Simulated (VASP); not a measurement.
Consider the following.

```
CELL_PARAMETERS angstrom
     -2.99512     2.99512     1.62921
      2.99512    -2.99512     1.62921
      2.99512     2.99512    -1.62921
ATOMIC_POSITIONS crystal
  Sn 0.75000 0.25000 0.50000
  Sn 0.00000 0.00000 0.00000
```

These are PBE GGA, VASP's PBE PAW potentials (set 64) (plane waves; VASP) values and carry that method's errors. Run with 300 eV cut-off, 8×8×8 Γ-centred mesh, Gaussian smearing of 0.050 eV, potentials Sn_d.

At this cut-off the stress carries a Pulay error, which pulls relaxed volumes low.

Task: Give the stress tensor in GPa (positive for a compressed cell).

Result: 
```
-1.86   0.00   0.00
 0.00  -1.86   0.00
 0.00   0.00  -1.04
```
The pressure is its mean diagonal, -1.59 GPa.

The structure comes from a computed database's Sn entry; how it stands against other phases isn't given here. The cell was not relaxed at this level.
